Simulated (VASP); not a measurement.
A convergence study with VASP on Cu (fcc): one setting is varied, all else stays as given below, so the limit is that of these other settings.

```
Cu
1.0
    0.00000     1.80500     1.80500
    1.80500     0.00000     1.80500
    1.80500     1.80500     0.00000
Cu
1
Direct
  0.00000   0.00000   0.00000
```

The numbers are results of PBE GGA, VASP's PBE PAW potentials (set 64) (plane waves; VASP), not measurements. The tightest run used: 550 eV cut-off, 27×27×27 Γ-centred mesh, tetrahedra with Blöchl corrections, potentials Cu.

The reference is 27×27×27 mesh, which took about 30 core-seconds. Times come from single runs on busy shared machines, so they are rough: good to a factor of about 2.

Problem. Of the settings 3×3×3 mesh; 4×4×4 mesh; 5×5×5 mesh; 6×6×6 mesh; 7×7×7 mesh; 8×8×8 mesh; 9×9×9 mesh; 10×10×10 mesh; 11×11×11 mesh; 12×12×12 mesh; 13×13×13 mesh; 14×14×14 mesh; 16×16×16 mesh; 17×17×17 mesh; 18×18×18 mesh; 19×19×19 mesh; 20×20×20 mesh; 21×21×21 mesh; 22×22×22 mesh; 23×23×23 mesh; 24×24×24 mesh; 25×25×25 mesh; 26×26×26 mesh; 27×27×27 mesh, which is the lowest that keeps the difference from the reference in the stress, largest component (GPa) within 0.2 from there on, and what does it cost?

Solution. 7×7×7 mesh; its cost over the reference is about 1/10.
| setting | difference in the stress, largest component (GPa) | cost over the reference |
|---|---|---|
| 3×3×3 mesh | 4.57 | about 1/20 |
| 4×4×4 mesh | 0.05 | about 1/20 |
| 5×5×5 mesh | 0.32 | about 1/20 |
| 6×6×6 mesh | 0.27 | about 1/20 |
| 7×7×7 mesh | 0.11 | about 1/10 |
| 8×8×8 mesh | 0.13 | about 1/10 |
| 9×9×9 mesh | 0.09 | about 1/10 |
| 10×10×10 mesh | 0.05 | about 1/8 |
| 11×11×11 mesh | 0.07 | about 1/7 |
| 12×12×12 mesh | 0.03 | about 1/7 |
| 13×13×13 mesh | 0.05 | about 1/5 |
| 14×14×14 mesh | 0.02 | about 1/5 |
| 16×16×16 mesh | 0.02 | about 1/3 |
| 17×17×17 mesh | 0.02 | about 1/3 |
| 18×18×18 mesh | 0.02 | about 1/3 |
| 19×19×19 mesh | 0.01 | about 1/2 |
| 20×20×20 mesh | 0.01 | about 1/2 |
| 21×21×21 mesh | 0.00 | within a factor of 2 |
| 22×22×22 mesh | 0.01 | within a factor of 2 |
| 23×23×23 mesh | 0.00 | within a factor of 2 |
| 24×24×24 mesh | 0.01 | within a factor of 2 |
| 25×25×25 mesh | 0.00 | within a factor of 2 |
| 26×26×26 mesh | 0.01 | within a factor of 2 |
| 27×27×27 mesh | 0.00 | reference |

Left out are rungs that failed or repeat a setting and relaxations that didn't move; long series are thinned to 24 rows.

The compound is Cu in the fcc structure. The cell was not relaxed at this level.
